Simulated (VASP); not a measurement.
Input for VASP

**INCAR**
```
# general
SYSTEM   =  BeSe
PREC     =  Accurate
ENCUT    =  400
LREAL    =  .FALSE.   # projection in real space or not
LASPH    =  .TRUE.   # aspherical one-centre terms

# electronic loop
EDIFF    =  1E-6   # SCF stop (eV)
NELM     =  100   # most electronic steps
ALGO     =  Normal   # blocked Davidson
LMAXMIX  =  4

# smearing
ISMEAR   =  0   # Gaussian
SIGMA    =  0.05

# functional
GGA      =  PS   # PBEsol

# ions
IBRION   =  2   # conjugate gradients
NSW      =  60
ISIF     =  3   # ions, shape and volume
EDIFFG   =  -0.01

# output
LWAVE    =  .FALSE.
LCHARG   =  .FALSE.
```

### KPOINTS
```
Automatic mesh
0
Gamma
8 8 8
0 0 0
```

### POSCAR
```
BeSe
1
    0.0000000000     2.5700000000     2.5700000000
    2.5700000000     0.0000000000     2.5700000000
    2.5700000000     2.5700000000     0.0000000000
Be Se
1 1
Direct
  0.0000000000   0.0000000000   0.0000000000
  0.2500000000   0.2500000000   0.2500000000
```

POTCAR, in this order: Be Se (PBE.64 set). Program: vasp_std.

Write an equivalent input for Quantum ESPRESSO's pw.x.

One equivalent input (not run):
```
&CONTROL
  calculation = 'vc-relax'
  pseudo_dir = './pseudo'
  outdir = './out'
  tprnfor = .true.
  tstress = .true.
  nstep = 60
  forc_conv_thr = 0.00039
/
&SYSTEM
  ibrav = 0
  nat = 2
  ntyp = 2
  ecutwfc = 88
  occupations = 'smearing'
  smearing = 'gaussian'
  degauss = 0.003675
  input_dft = 'pbesol'
/
&ELECTRONS
  conv_thr = 7.3e-08
  electron_maxstep = 100
/
&IONS
/
&CELL
/
ATOMIC_SPECIES
  Be 9.012 Be.upf
  Se 78.971 Se.upf
CELL_PARAMETERS angstrom
     0.0000000    2.5700000    2.5700000
     2.5700000    0.0000000    2.5700000
     2.5700000    2.5700000    0.0000000
ATOMIC_POSITIONS crystal
  Be   0.0000000  0.0000000  0.0000000
  Se   0.2500000  0.2500000  0.2500000
K_POINTS automatic
  8 8 8 0 0 0
```
Limits of the translation: the potentials are each code's own (VASP's PAW set, PseudoDojo norm-conserving files in pw.x), so ENCUT and ecutwfc are chosen apart and not converted; conv_thr bounds pw.x's estimated SCF error, while EDIFF bounds the energy change between steps; forc_conv_thr acts on force components and is met together with etot_conv_thr.

The compound is BeSe in the zinc blende structure. This run relaxes it. Symmetry was kept, so distortions that lower it aren't found.
